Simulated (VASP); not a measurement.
An input for Quantum ESPRESSO's pw.x (written as the equivalent of a VASP run, and not itself run):

```
&CONTROL
  calculation = 'vc-relax'
  pseudo_dir = './pseudo'
  outdir = './out'
  tprnfor = .true.
  tstress = .true.
  nstep = 40
  forc_conv_thr = 0.00078
/
&SYSTEM
  ibrav = 0
  nat = 2
  ntyp = 2
  ecutwfc = 74
  occupations = 'smearing'
  smearing = 'gaussian'
  degauss = 0.003675
  input_dft = 'pbesol'
/
&ELECTRONS
  conv_thr = 7.3e-08
  electron_maxstep = 100
/
&IONS
/
&CELL
  press = 200
/
ATOMIC_SPECIES
  Li 6.940 Li.upf
  Br 79.904 Br.upf
CELL_PARAMETERS angstrom
     0.0000000    2.4206750    2.4206750
     2.4206750    0.0000000    2.4206750
     2.4206750    2.4206750   -0.0000000
ATOMIC_POSITIONS crystal
  Li   0.0000000  0.0000000  0.0000000
  Br   0.5000000  0.5000000  0.5000000
K_POINTS automatic
  9 9 9 0 0 0
```

**Question.** Translate this input to VASP (INCAR, KPOINTS, POSCAR, choice of POTCAR).

**Answer.** One answer among several that fit: 
**KPOINTS**
```
Automatic mesh
0
Gamma
  9 9 9
```

POSCAR:
```
LiBr
1
    0.0000000000     2.4206750082     2.4206750082
    2.4206750082     0.0000000000     2.4206750082
    2.4206750082     2.4206750082    -0.0000000000
Li Br
1 1
Direct
  0.0000000000   0.0000000000   0.0000000000
  0.5000000000   0.5000000000   0.5000000000
```

### INCAR
```
ENCUT = 620
PSTRESS = 200   # kbar
IBRION = 2   # conjugate gradients
PREC = Accurate
LREAL = .FALSE.
ALGO = Normal   # blocked Davidson
LWAVE = .FALSE.
LCHARG = .FALSE.
ISIF = 3   # ions, shape and volume
NELM = 100   # most electronic steps
SYSTEM = LiBr
GGA = PS
EDIFF = 1E-6   # SCF stop (eV)
NSW = 40
LMAXMIX = 4   # l cut-off of mixed one-centre charges
EDIFFG = -0.02   # ionic stop
LASPH = .TRUE.   # aspherical one-centre terms
SIGMA = 0.05   # width (eV)
ISMEAR = 0
```

POTCAR, in this order: Li_sv Br (PBE.64 set). Program: vasp_std.

The two are equivalent in intent, not identical: the potentials are each code's own (VASP's PAW set, PseudoDojo norm-conserving files in pw.x), so ENCUT and ecutwfc are chosen apart and not converted; conv_thr bounds pw.x's estimated SCF error, while EDIFF bounds the energy change between steps; forc_conv_thr acts on force components and is met together with etot_conv_thr.

The compound is LiBr in the rock salt structure. It was relaxed first under an external pressure of 20 GPa.
